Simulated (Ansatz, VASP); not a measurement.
## YAl5N6: VASP beside Ansatz

```xyz
12
Lattice="0.0000 0.0000 5.0989 5.6352 0.0000 0.0000 -2.8176 4.8802 0.0000" Properties=species:S:1:pos:R:3 pbc="T T T"
Y     0.0000    0.0000    4.9721
Al    2.8176    1.6267    5.0813
Al    0.0000    3.2535    5.0813
Al    4.6500    1.7064    2.5595
Al    1.8324    3.1738    2.5595
Al   -0.8472    4.8802    2.5595
N     2.8176    1.6267    1.9059
N     0.0000    3.2535    1.9059
N     0.0000    0.0000    2.2560
N     4.5497    1.8800    4.4458
N     1.7322    3.0002    4.4458
N    -0.6467    4.8802    4.4458
```

Alike in both runs: task single point; functional PBE; k mesh 4 × 3 × 3; occupations gaussian, width 0.1 eV; no spin polarisation.

```csv
,VASP,Ansatz
version,VASP 6.6.1,Ansatz 0.2.0
potentials or method,"VASP PAW PBE potentials, release 64 (Y_sv, Al, N)","scalar-relativistic, plane waves, PAW"
plane-wave cutoff (eV),520,420
valence electrons in the cell,56,56
```

Ansatz gave:

* gap on the k mesh at the Fermi level (eV): 3.39
* least direct gap on the mesh (eV): 3.47
* pressure (GPa): 0.0

Problem. What did VASP give for the same quantities?

Solution. gap on the k mesh at the Fermi level (eV): 3.39; least direct gap on the mesh (eV): 3.47; pressure (GPa): -0.3.

The functional is the same, so the differences come from potentials, cutoffs and numerics.

Caveats: the k mesh is coarse (spacing up to 0.43 Å⁻¹), so the values aren't converged; an odd mesh through Γ misses points on the zone boundary, where band edges often lie.
